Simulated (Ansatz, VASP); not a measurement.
# Hf2Ti (Hf2Ti in the C11b ordering) in two plane-wave programs

Aim: how closely do two programs agree when they are given the same cell, functional and k mesh? The cell is generated by rule, not measured, and may not be a known phase. Of the first pair: The two relaxations start from unlike cells of this crystal (the structure described is Ansatz's start), so only their ends are compared.

Main program and level: Ansatz 0.2.0; plane waves, with VASP 6.6.1 beside it; relaxation of cell and atoms at PBE and zone-centre phonons at PBE.

**1. Starting point**

Symmetry: I4/mmm, No. 139, tetragonal system. Conventional cell: a = 3.468 Å, b = 3.468 Å, c = 10.403 Å, α = 90.00°, β = 90.00°, γ = 90.00°. Ti has 8 Hf at 3.00 Å nearest. Nearest to Hf lie 4 Ti at 3.00 Å and 4 Hf at 3.00 Å. Farther neighbours are not listed.

**2. VASP: relaxation of cell and atoms, PBE, pair 1**

The relaxed volume is the usual yardstick between codes: in a stiff, nearly cubic crystal its relative difference is about their pressure difference at one cell divided by the bulk modulus.

Lines of VASP's logs that name or quote its potential files are left out, and so is its time.

The input, INCAR:

```
SYSTEM = Hf2Ti
PREC = Accurate
ENCUT = 500
EDIFF = 1E-07
NELM = 120
ISMEAR = 0
SIGMA = 0.1
LREAL = .FALSE.
ALGO = Normal
GGA = PE
NBANDS = 22
LASPH = .TRUE.
LORBIT = 11
LWAVE = .FALSE.
LCHARG = .FALSE.
ISIF = 3
IBRION = 2
NSW = 80
EDIFFG = -0.005
GGA_COMPAT = .FALSE.
NELMIN = 4
KPAR = 2
```

The input, POSCAR:

```
Hf2Ti
1.0
    3.5978141843      0.0000000000     -0.0000020177
    0.0000000000      3.5978141843     -0.0000020177
    1.7989088859      1.7989088859      4.7565085237
Ti Hf
1 2
Direct
    0.0000000000      0.0000000000      0.0000000000
    0.6582965118      0.6582965118      0.6834069765
    0.3417034883      0.3417034883      0.3165930235
```

The input, KPOINTS:

```
Automatic mesh
0
Gamma
6 6 6
0 0 0
```

The projector-augmented-wave data sets are Ti_sv and Hf_pv (PBE family, release 64).

On the command line:

```
mpirun -np 2 vasp_std
```

Numbers of over 12 decimals in the logs are rounded to 6 here.

The log of the run:

```text
[banner, memory and clock lines left out]
running    2 mpi-ranks, on    1 nodes
 distrk:  each k-point on    1 cores,    2 groups
 distr:  one band on    1 cores,    1 groups

 POSCAR found type information on POSCAR TiHf
 POSCAR found :  2 types and       3 ions
 LDA part: xc-table for (Slater+PW92), standard interpolation
 POSCAR, INCAR and KPOINTS ok, starting setup
 FFT: planning ... GRIDC
 FFT: planning ... GRID_SOFT
 FFT: planning ... GRID
 WAVECAR not read
 entering main loop
       N       E                     dE             d eps       ncg     rms          rms(c)
DAV:   1     0.229349953607E+03    0.22935E+03   -0.16346E+04  1328   0.147E+03
DAV:   2    -0.112996459258E+02   -0.24065E+03   -0.23325E+03  1398   0.407E+02
DAV:   3    -0.286572222327E+02   -0.17358E+02   -0.15815E+02  2186   0.853E+01
DAV:   4    -0.293125235315E+02   -0.65530E+00   -0.63761E+00  1692   0.136E+01
DAV:   5    -0.293364827592E+02   -0.23959E-01   -0.23927E-01  1960   0.272E+00    0.683E+01
DAV:   6    -0.296990137095E+02   -0.36253E+00   -0.18528E+01  1800   0.361E+01    0.225E+01
DAV:   7    -0.325571130183E+02   -0.28581E+01   -0.74789E+01  1886   0.531E+01    0.299E+01
DAV:   8    -0.293453971731E+02    0.32117E+01   -0.60271E+00  1592   0.165E+01    0.235E+01
DAV:   9    -0.280875887170E+02    0.12578E+01   -0.12276E+00  2058   0.152E+01    0.142E+01
DAV:  10    -0.272930533362E+02    0.79454E+00   -0.26583E+00  1848   0.154E+01    0.946E-01
DAV:  11    -0.273111948327E+02   -0.18141E-01   -0.21936E-01  1680   0.273E+00    0.148E+00
DAV:  12    -0.273032160581E+02    0.79788E-02   -0.24803E-02  1810   0.130E+00    0.211E-01
DAV:  13    -0.273031179514E+02    0.98107E-04   -0.22714E-03  1992   0.241E-01    0.130E-01
DAV:  14    -0.273033348114E+02   -0.21686E-03   -0.50902E-04  1812   0.196E-01    0.192E-01
DAV:  15    -0.273031549262E+02    0.17989E-03   -0.37555E-04  1824   0.140E-01    0.616E-02
DAV:  16    -0.273031540795E+02    0.84667E-06   -0.25307E-05  1706   0.350E-02    0.397E-02
DAV:  17    -0.273031534350E+02    0.64448E-06   -0.11639E-05  1878   0.233E-02    0.151E-02
DAV:  18    -0.273031541183E+02   -0.68330E-06   -0.24055E-06  1542   0.125E-02    0.389E-03
DAV:  19    -0.273031541445E+02   -0.26219E-07   -0.26518E-07  1484   0.376E-03
   1 F= -.27303154E+02 E0= -.27289693E+02  d E =-.273032E+02
 curvature:   0.00 expect dE= 0.000E+00 dE for cont linesearch  0.000E+00
 trial: gam= 0.00000 g(F)=  0.103E-05 g(S)=  0.398E-05 ort = 0.000E+00 (trialstep = 0.100E+01)
 search vector abs. value=  0.501E-05
 bond charge predicted
       N       E                     dE             d eps       ncg     rms          rms(c)
DAV:   1    -0.273031794264E+02   -0.25308E-04   -0.99025E-04  1386   0.309E-01    0.642E-02
DAV:   2    -0.273031997065E+02   -0.20280E-04   -0.27126E-04  1818   0.142E-01    0.824E-02
DAV:   3    -0.273031601382E+02    0.39568E-04   -0.15617E-04  1794   0.883E-02    0.185E-02
DAV:   4    -0.273031565042E+02    0.36340E-05   -0.13951E-05  2026   0.307E-02    0.987E-03
DAV:   5    -0.273031565075E+02   -0.32369E-08   -0.29004E-06  2004   0.821E-03    0.561E-03
DAV:   6    -0.273031568517E+02   -0.34429E-06   -0.25199E-07  1300   0.280E-03    0.274E-03
DAV:   7    -0.273031570237E+02   -0.17195E-06   -0.21114E-07  1484   0.244E-03    0.703E-04
DAV:   8    -0.273031570495E+02   -0.25786E-07   -0.17723E-08   858   0.893E-04
   2 F= -.27303157E+02 E0= -.27289726E+02  d E =-.290495E-05
 trial-energy change:   -0.000003  1 .order   -0.000003   -0.000005   -0.000001
 step:   1.1291(harm=  1.1291)  dis= 0.00018  next Energy=   -27.303157 (dE=-0.283E-05)
 reached required accuracy - stopping structural energy minimisation
```

From OUTCAR (step 2):

```text
ion  position               nearest neighbor table
   1  0.000  0.000  0.000-   2 2.96   3 2.96   2 2.96   2 2.96   3 2.96   3 2.96   3 2.96   2 2.96
                             3 3.25   2 3.25
   2  0.658  0.658  0.683-   1 2.96   1 2.96   1 2.96   1 2.96   3 3.01   3 3.08   3 3.08   3 3.08
                             3 3.08   1 3.25
   3  0.342  0.342  0.317-   1 2.96   1 2.96   1 2.96   1 2.96   2 3.01   2 3.08   2 3.08   2 3.08
                             2 3.08   1 3.25

  LATTYP: Found a body centered tetragonal cell.
 ALAT       =     3.5978141843
 C/A-ratio  =     2.6441112841

 Subroutine GETGRP returns: Found 16 space group operations
 (whereof 16 operations were pure point group operations)

The static configuration has the point symmetry D_4h.

 Found     30 irreducible k-points:

   k-points           NKPTS =     30   k-points in BZ     NKDIM =     30   number of bands    NBANDS=     22

   dimension x,y,z NGX =    28 NGY =   28 NGZ =   40
   dimension x,y,z NGXF=    56 NGYF=   56 NGZF=   80

   ENCUT  =  500.0 eV  36.75 Ry    6.06 a.u.   6.56  6.56  9.83*2*pi/ulx,y,z

   NELECT =      32.0000    total number of electrons

 k-points in reciprocal lattice and weights: Automatic mesh
   0.00000000  0.00000000  0.00000000       0.005
   0.16666667  0.00000000 -0.00000000       0.037
   0.33333333  0.00000000  0.00000000       0.037
   0.50000000  0.00000000  0.00000000       0.019
   0.16666667  0.16666667 -0.00000000       0.037
   0.33333333  0.16666667  0.00000000       0.074
   0.50000000  0.16666667 -0.00000000       0.074
  -0.33333333  0.16666667  0.00000000       0.074
  -0.16666667  0.16666667  0.00000000       0.019
[...]
-0.16666667 -0.16666667  0.33333333       0.019
   0.00000000  0.00000000  0.50000000       0.005

 average (electrostatic) potential at core
       1 -74.9076       2 -36.2197       3 -36.2197

 E-fermi :   5.6936

 k-point     1 :       0.0000    0.0000    0.0000
  band No.  band energies     occupation
    ...
     11      -1.1395      2.00000
     12       3.8481      2.00000
     13       4.3138      2.00000
     14       4.4158      2.00000
     15       4.6199      2.00000
     16       6.1003      0.00000
     17       6.9503      0.00000
     18       6.9503      0.00000
     19       7.7358      0.00000
     20       7.7358      0.00000
    ...

 k-point     2 :       0.1667    0.0000   -0.0000
  band No.  band energies     occupation
    ...
     11      -0.6154      2.00000
     12       3.7555      2.00000
     13       3.9894      2.00000
     14       4.5584      2.00000
     15       5.0111      2.00000
     16       6.0512      0.00000
     17       6.3777      0.00000
     18       7.0608      0.00000
     19       7.1116      0.00000
     20       7.5830      0.00000
    ...

 k-point     3 :       0.3333    0.0000    0.0000
  band No.  band energies     occupation
    ...
     11       0.7658      2.00000
     12       2.9990      2.00000
     13       3.6421      2.00000
     14       4.8929      2.00000
     15       5.2019      2.00000
     16       6.0151      0.00001
     17       6.1279      0.00000
     18       6.4523      0.00000
     19       6.6095      0.00000
     20       7.5802      0.00000
    ...

  Total        0.0068470      0.0068470     -0.0014926     -0.0000000     -0.0000000     -0.0000000
  in kB        0.1782203      0.1782203     -0.0388512     -0.0000000     -0.0000001     -0.0000001
  external PRESSURE =       0.1058631 kB  Pullay stress =       0.0000000 kB

  energy-cutoff  :      500.00
  volume of cell :       61.55
      direct lattice vectors                 reciprocal lattice vectors
     3.597811803  0.000000000 -0.000002018     0.277946664 -0.000000059 -0.105145782
     0.000000000  3.597811803 -0.000002018    -0.000000059  0.277946664 -0.105145782
     1.798907695  1.798907695  4.755305216     0.000000118  0.000000118  0.210291355

 POSITION                                       TOTAL-FORCE (eV/Angst)
 -----------------------------------------------------------------------------------
      3.59781      3.59781     -0.00000         0.000000     -0.000000      0.000000
      3.59781      3.59781      3.24996         0.000000      0.000000      0.000648
      1.79891      1.79891      1.50534        -0.000000     -0.000000     -0.000648
 -----------------------------------------------------------------------------------
    total drift:                               -0.000000     -0.000000      0.000000

  FREE ENERGIE OF THE ION-ELECTRON SYSTEM (eV)
  ---------------------------------------------------
  free  energy   TOTEN  =       -27.3031570495 eV

  energy  without entropy=      -27.2762950199  energy(sigma->0) =      -27.28972603

 reached required accuracy - stopping structural energy minimisation

 total charge
# of ion       s       p       d       tot
------------------------------------------
    1        2.233   6.111   1.910  10.253
    2        0.397   6.357   1.615   8.370
    3        0.397   6.357   1.615   8.370
--------------------------------------------------
tot          3.028  18.825   5.140  26.992

[... 3 further parts left out ...]
```

The k-mesh is coarse for a metal. The run keeps the 16 symmetry operations of its start, so it cannot find a distortion of lower symmetry.

**3. Ansatz: relaxation of cell and atoms, PBE, pair 1**

Ansatz runs on its default PAW (the set named soft_2) files.

Its own start cell and the same functional, mesh and smearing now go to Ansatz, which takes its cutoff from its data sets.

The input, input.yaml:

```yaml
crystal:
  lattice:
    - [3.46767, 0.0, 0.0]
    - [0.0, 3.46767, 0.0]
    - [1.73384, 1.73384, 5.20151]
  atoms:
    - { symbol: Ti, position: [0.0, 0.0, 0.0] }
    - { symbol: Hf, position: [0.66666667, 0.66666667, 0.66666667] }
    - { symbol: Hf, position: [0.33333333, 0.33333333, 0.33333333] }
kpoints:
  mp_grid: { grid: [6, 6, 6] }
hamiltonian:
  xc: pbe
scf:
  occupations: { method: gaussian, width: 0.1 }
output:
  forces: true
  stress: true
  eigenvalues: true
relax:
  adjacent_minimum: "off"
  f_tol: 0.05
  max_steps: 80
  cell: { stress_tol: 0.5 }
```

On the command line:

```
ansatz run input.yaml --threads 4 --pin off --max-ram 8192MiB --backend cpu --events-out ev --progress --plain --runs-dir out
```

The log of the run:

```text
The last accepted step is kept in <dir> (removed where the run ends without a failure and the disk answers)
Engine: ansatz 0.2.0, aarch64-unknown-linux-gnu
Pseudopotentials: kind: paw
Pseudopotential: Ti, paw, valence charge 12, recommended cutoff 420 eV (normal), Ti.paw.azcp
Pseudopotential: Hf, paw, valence charge 26, recommended cutoff 420 eV (normal), Hf.paw.azcp
Functional definition: PBE
  parameter kappa = 0.804
  parameter beta = 0.066725
  exchange = pbe_x(kappa = kappa, mu = beta*pi^2/3)
  correlation = pbe_c(beta = beta)
Crystal: 3 atoms, lattice volume = 62.547 Å³
Basis set: ecut = 420 eV, 1209 PW (Γ), exchange–correlation on 48×48×80 points (8 copies of the dense FFT grid, shifted against one another)
Bands: 39, of which v1, the nominal top of the filled ones, is band 32 counted from 1 (31 counted from 0)
Symmetry: 16 space group operations
Space group: I4/mmm (ITA 139), of the structure as read, at distance tolerance 4.0e-5 Å
k-points: 30 of 216
Non-local potential: Ti, projectors of the file, l = 0: 3, l = 1: 2, l = 2: 3, l = 3: 1
Non-local potential: Hf, projectors of the file, l = 0: 3, l = 1: 2, l = 2: 2, l = 3: 3
PAW form: soft (Blöchl's): semilocal exchange-correlation on the pseudo side does not see the compensation charge
PAW one-centre angular grid: Ti, 590 points (default); XC on 64 Gauss nodes
PAW one-centre angular grid: Hf, 590 points (default); XC on 64 Gauss nodes
Initial density: superposition of atomic densities (neutral atoms: chi_scale 0, normalization atom), corrected by the library's trained network
Initial wavefunctions: pseudopotential atomic-orbital guess
Functional: x = pbe(κ = 0.804, μ = 0.219515), c = pbe(β = 0.066725)
SCF iter   1: F=—  HF=-33941.885081 eV  |F-HF|=—  |Δ(HF+E_count)|=         —  Δρ=3.32e-3  dr2=8.27e-3  ethr=1.77e-3  ⟨swp⟩=3.6  Hψ=3502  notcnv=0
preconditioner: auto → Kerker (q_TF=auto, 2.739 Å⁻¹)  [metal: Δε(μ)=0.014 eV  Ē_g=17.369 eV  σ=0.100 eV  W_gap=0.08  n_scr=24 (ndim 8)  ℏωp=35.8 eV  f_vac=0.000  D(μ)=6.42/eV (n_scr^D=78)]
SCF iter   2: F=—  HF=-33941.884516 eV  |F-HF|=—  |Δ(HF+E_count)|=   5.65e-4  Δρ=1.81e-3  dr2=2.27e-3  ethr=1.29e-5  ⟨swp⟩=1.6  Hψ=1461  notcnv=0
SCF iter   3: F=—  HF=-33941.884254 eV  |F-HF|=—  |Δ(HF+E_count)|=   2.62e-4  Δρ=3.31e-4  dr2=5.32e-5  ethr=3.55e-6  ⟨swp⟩=2.5  Hψ=1907  notcnv=0
SCF iter   4: F=—  HF=-33941.884208 eV  |F-HF|=—  |Δ(HF+E_count)|=   4.58e-5  Δρ=1.95e-4  dr2=2.52e-5  ethr=8.32e-8  ⟨swp⟩=2.2  Hψ=2105  notcnv=0
SCF iter   5: F=—  HF=-33941.884199 eV  |F-HF|=—  |Δ(HF+E_count)|=   8.54e-6  Δρ=7.01e-5  dr2=3.45e-6  ethr=3.94e-8  ⟨swp⟩=2.0  Hψ=1680  notcnv=0
SCF iter   6: F=—  HF=-33941.884199 eV  |F-HF|=—  |Δ(HF+E_count)|=   4.06e-7  Δρ=1.20e-5  dr2=1.02e-7  ethr=5.38e-9  ⟨swp⟩=2.0  Hψ=1304  notcnv=0
SCF iter   7: F=-33941.884199 eV  HF=-33941.884199 eV  |F-HF|=4.10e-9  |Δ(HF+E_count)|=   2.00e-8  Δρ=3.20e-6  dr2=3.87e-9  ethr=1.56e-10  ⟨swp⟩=7.6  Hψ=5166  notcnv=0
SCF 1 converged in 7 iterations: F = -33941.884199 eV  dr2 = 3.87e-9
  greatest PAW one-centre occupation: 0.999 electrons in one spin orbital (limit 2), on the Ti atom at site 0 (counted from 0), in its partial waves of l = 0
relax step   1: F+E_penalty+E_count = -33941.88419899 eV  Δ(F+E_penalty+E_count) = +0.000e0 eV  max|allowed force component| = 8.466e-1 eV/Å  Δτ_max = 0.0000 Å  P = -1.127 GPa  Ω = 62.547 Å³  (7 SCF iters, dr2 threshold 1.00e-7 eV, accepted)
[...]
relax step   3: F+E_penalty+E_count = -33941.96866289 eV  Δ(F+E_penalty+E_count) = -8.446e-2 eV  max|allowed force component| = 7.519e-2 eV/Å  Δτ_max = 0.0879 Å  P = -0.882 GPa  Ω = 62.231 Å³  energy of the carried Pulay correction = +5.687e-5 eV  (10 SCF iters, accepted)
[...]
relax step   4: F+E_penalty+E_count = -33941.97094442 eV  Δ(F+E_penalty+E_count) = -2.282e-3 eV  max|allowed force component| = 1.605e-2 eV/Å  Δτ_max = 0.0093 Å  P = +0.299 GPa  Ω = 61.530 Å³  energy of the carried Pulay correction = +1.842e-4 eV  (6 SCF iters, dr2 threshold 3.00e-7 eV, accepted)
[...]
relax step   5: F+E_penalty+E_count = -33941.97073851 eV  Δ(F+E_penalty+E_count) = +2.059e-4 eV  max|allowed force component| = 1.641e-2 eV/Å  Δτ_max = 0.0000 Å  P = +0.301 GPa  Ω = 61.530 Å³  stress off target by 4.70e-1 GPa  SCF on the basis re-selected at this cell (its energy is not comparable with the rows above)  (6 SCF iters)
basis re-selected at this cell: Δ(F+E_penalty+E_count) = +2.059e-4 eV, ΔP = +0.002 GPa vs the last step (what re-selecting the basis moved, of the pressure what is left beyond the Pulay correction that the steps carried, after the strain that the cell walked since its last selection, with what the two solves' SCF thresholds leave and, on support functions, any second-order correction that the steps lacked; it is no m [...]
SCF converged after 6 iterations
Free energy (F): -33941.970739 eV
Harris-Foulkes:  -33941.970739 eV  (|F-HF|=7.28e-12)
Internal energy: -33941.941705 eV  (E = F + TS)
E sigma→0 (E₀):  -33941.956222 eV
Entropy (-TS):   -0.029034 eV (-9.678 meV/atom)
Fermi energy:    17.962878 eV
--- Per-component energies (eV) ---
  E_band       = -106.688772
  E_kinetic    = 1122.948326
  E_local      = -11376.566135  (includes V_loc(G=0)·N_el)
  E_nonlocal   = -2480.122194
  E_hartree    = 5304.799245
  E_xc         = -698.039600
  E_vxc        = -654.834663  (∫ρ·V_xc dr)
  E_paw        = -14903.574613  (= ΣΔE_a)
  E_vpaw       = 2672.287273  (= ΣTr[D̂ρ^β])
  E_aug_tail   = 0.000130  (compensation charges beyond the density's cutoff)
  E_ewald      = -10911.386862
  E_smearing   = -0.029034  (= −TS)
  E_closure    = 0.000000  (closes the sum)
  Σ components = -33941.970739   (vs F -33941.970739, Δ=0.00e0)
--- Forces (eV/Å), atoms counted from 1 ---
  atom   1  Ti     0.00000000    -0.00000000     0.00000000
  atom   2  Hf    -0.00000001    -0.00000001    -0.01641265
  atom   3  Hf     0.00000001     0.00000001     0.01641265
  max |Σ_I F_I| component: 6.94e-18 eV/Å
--- Stress (GPa, compression-positive) ---
        0.469548      -0.000000      -0.000000
       -0.000000       0.469548      -0.000000
       -0.000000      -0.000000      -0.035265
  P = ⅓ Tr σ = 0.3013 GPa (3.013 kbar)
--- Band table (eV; the first three rows and the last of 30) ---
  k-point 0: bands = [... 28 lower, 16.4005, 16.5568, 16.7018, 19.0115, 19.1588, 19.1588, 20.4693, 20.4693, ... 3 higher]
  k-point 1: bands = [... 28 lower, 16.0001, 16.1353, 17.4699, 19.0783, 19.1238, 19.1238, 19.8594, 19.8594, ... 3 higher]
  k-point 2: bands = [... 28 lower, 15.6163, 15.7183, 18.4674, 19.0560, 19.0560, 19.2372, 19.4081, 19.4081, ... 3 higher]
  k-point 29: bands = [... 28 lower, 16.8458, 17.1415, 17.2755, 17.6591, 17.7152, 18.3284, 18.8274, 20.6304, ... 3 higher]
--- Relaxed structure (4 steps of the walk, 3 accepted, 1 SCFs on fresh bases) ---
  F+E_penalty+E_count = -33941.97073851 eV   max|allowed force component| = 1.641e-2 eV/Å   (the final SCF, on the basis selected at the relaxed cell)
  cell:  # Å, volume = 61.5296 Å³
    - [3.459696, -3.9960323145491257e-13, -1.6628327358593107e-6]
    - [-3.996032314547614e-13, 3.459696, -1.6628327358589975e-6]
    - [1.729851, 1.729851, 5.140529]
  atoms:
    - { symbol: Ti, position: [-4.4467121390058175e-19, -4.446711343869974e-19, 8.893435308728143e-19] }
    - { symbol: Hf, position: [0.657322, 0.657322, 0.685355] }
    - { symbol: Hf, position: [0.342678, 0.342678, 0.314645] }
```

The column dr2 measures how far the density is from self-consistency, as an energy; F and HF (Harris–Foulkes) agree once it is small.

**4. Side by side**

Known differences besides the potentials themselves: the data sets hold 64 valence electrons in Ansatz (on its default PAW (the set named soft_2) files) and 32 in VASP; the cutoff is 420 eV in Ansatz and 500 eV in VASP; Ansatz adds a Pulay correction to the stress that steers its cell, VASP none. Total energies have different zeros and are not compared.

Compared:

```csv
quantity,Ansatz,VASP,difference
volume (Å³),61.53,61.55,-0.04 %
"edge a after relaxation, in the typed setting (Å)",3.460,3.598,-3.84 %
"edge c after relaxation, in the typed setting (Å)",5.693,5.393,+5.56 %
```

[end of part 1 of 2]

[Lines on the potential files, build, host, timing and source positions are cut from VASP's logs without a mark.]

[Logs are printed without paths, hosts, clocks, repeated set-up lines and the standing remarks that a program may print on its own settings, such as how far it seeks lower states.]

[Hosts, paths, dates, database ids (printed as entryN), source tags and the programs' standing remarks are cut or masked in the printed files.]
